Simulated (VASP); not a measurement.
An input for Quantum ESPRESSO's pw.x (written as the equivalent of a VASP run, and not itself run):

```
&CONTROL
  calculation = 'vc-relax'
  pseudo_dir = './pseudo'
  outdir = './out'
  tprnfor = .true.
  tstress = .true.
  nstep = 60
  forc_conv_thr = 0.00078
/
&SYSTEM
  ibrav = 0
  nat = 4
  ntyp = 2
  ecutwfc = 84
  occupations = 'smearing'
  smearing = 'methfessel-paxton'
  degauss = 0.00735
  input_dft = 'pbesol'
/
&ELECTRONS
  conv_thr = 7.3e-08
  electron_maxstep = 100
/
&IONS
/
&CELL
/
ATOMIC_SPECIES
  Hg 200.592 Hg.upf
  O 15.999 O.upf
CELL_PARAMETERS angstrom
     3.3723232    0.0000000    0.0000000
    -1.6861616    2.9205169    0.0000000
    -0.0000000   -0.0000000    5.8915719
ATOMIC_POSITIONS crystal
  Hg   0.0000000  0.0000000  0.0000000
  Hg   0.0000000  0.0000000  0.5000000
  O    0.3333330  0.6666670  0.2500000
  O    0.6666670  0.3333330  0.7500000
K_POINTS automatic
  9 9 5 0 0 0
```

Question: Write the VASP files for the same calculation (PBEsol).

Answer: This is not unique; one that fits is 
File POSCAR:
```
HgO
1
    3.3723231935     0.0000000000     0.0000000000
   -1.6861615967     2.9205169225     0.0000000000
   -0.0000000000    -0.0000000000     5.8915719127
Hg O
2 2
Direct
  0.0000000000   0.0000000000   0.0000000000
  0.0000000000   0.0000000000   0.5000000000
  0.3333330000   0.6666670000   0.2500000000
  0.6666670000   0.3333330000   0.7500000000
```

**KPOINTS**
```
Automatic mesh
0
Gamma
9 9 5
0 0 0
```

INCAR:
```
ENCUT = 520
LMAXMIX = 6   # l cut-off of mixed one-centre charges
IBRION = 2
NSW = 60   # most ionic steps
LREAL = .False.   # projection in real space or not
SIGMA = 0.1   # width (eV)
NELM = 100   # most electronic steps
LCHARG = .False.
EDIFF = 1E-6
ALGO = Normal   # blocked Davidson
GGA = PS   # PBEsol
EDIFFG = -0.02   # ionic stop
SYSTEM = HgO
LWAVE = .False.
LASPH = .True.
ISIF = 3   # ions, shape and volume
PREC = Accurate
ISMEAR = 1
```

POTCAR, in this order: Hg O (PBE.64 set). Program: vasp_std.

What does not carry over: the potentials are each code's own (VASP's PAW set, PseudoDojo norm-conserving files in pw.x), so ENCUT and ecutwfc are chosen apart and not converted; conv_thr bounds pw.x's estimated SCF error, while EDIFF bounds the energy change between steps; forc_conv_thr acts on force components and is met together with etot_conv_thr.

The structure was generated: HgO was put into the NiAs type type (P6_3/mmc), which need not be its known phase. It was relaxed first, which changed the volume by +53 %. The start is the result of an earlier pass.
